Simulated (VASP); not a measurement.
HfIn4SiO6:

```
CELL_PARAMETERS angstrom
5.21659 -0.01751 -0.09902
-2.62346 4.55969 0.04087
-0.19632 -0.01979 10.39642
ATOMIC_POSITIONS crystal
Hf 0.01466 0.00621 0.00993
In 0.33310 0.65250 0.31203
In 0.34585 0.67639 0.69242
In 0.65863 0.32959 0.78801
In 0.67157 0.33591 0.21311
Si 0.35292 0.68603 0.00445
O 0.31060 0.36426 0.90489
O 0.63005 0.69964 0.10871
O 0.62014 0.91463 0.90035
O 0.04210 0.35847 0.10096
O 0.07125 0.69351 0.89701
O 0.32302 0.95523 0.10004
```

The cell was built by a generator and needn't be a form met in nature.

| Property | Result |
| --- | --- |
| Program | VASP 6.6.1 |
| Task | relaxation of cell and atoms |
| Functional | PBE |
| Potentials or basis | VASP PAW PBE potentials, release 64 (Hf_pv, In_d, Si, O) |
| Cutoff | 520 eV |
| k mesh | 5 × 5 × 3 |
| Occupations | gaussian, width 0.15 eV |
| Spin | no spin polarisation |

At the start: pressure 1.8 GPa; volume 20.56 Å³/atom.

How do energy, volume and symmetry change on relaxing?

Over 23 steps the energy falls by 39.0 meV/atom and the volume is 20.86 Å³/atom (+1.4 %); space group P312 (No. 149, to 0.05 Å).

Step by step:
```
step  energy change (eV)  largest force (eV/Å)  pressure (GPa)  volume (Å³)
   1              0.0000                2.4313            1.83       246.72
   2             -0.2514                1.6554           -1.95       255.15
   3             -0.3397                0.8111           -0.85       252.10
   4             -0.4277                0.2836            0.14       249.53
   5             -0.4287                0.2800            0.26       249.24
   6             -0.4435                0.2243           -0.08       250.09
   7             -0.4447                0.3151           -0.16       250.38
   8             -0.4547                0.1394           -0.06       250.09
   9             -0.4556                0.2306           -0.04       249.98
  10             -0.4616                0.1053            0.21       249.59
  11             -0.4619                0.1303            0.26       249.49
  12             -0.4650                0.0792           -0.12       250.61
  13             -0.4650                0.0756           -0.10       250.57
  14             -0.4662                0.0753           -0.10       250.39
  15             -0.4661                0.1296            0.04       250.30
  16             -0.4662                0.1057            0.02       250.36
  17             -0.4669                0.0477            0.02       250.35
  18             -0.4669                0.0396            0.01       250.35
  19             -0.4669                0.0442            0.02       250.35
  20             -0.4669                0.0418            0.02       250.35
  21             -0.4672                0.0343            0.02       250.44
  22             -0.4673                0.0399           -0.04       250.47
  23             -0.4676                0.0278            0.01       250.29
```

Final structure:
```
Hf In Si O
1.0
     5.26351   -0.00234   -0.00837
    -2.63438    4.55742    0.00572
    -0.01734    0.00415   10.43661
Hf In Si O
1 4 1 6
Direct
  0.00297 0.00054 0.00273
  0.34018 0.66508 0.31218
  0.33662 0.67013 0.69389
  0.66968 0.33508 0.78891
  0.66981 0.33304 0.21605
  0.33637 0.66698 0.00244
  0.30867 0.37090 0.90143
  0.63309 0.69469 0.10400
  0.63198 0.93533 0.90095
  0.06800 0.37068 0.10432
  0.06614 0.69343 0.90153
  0.31037 0.93650 0.10348
```
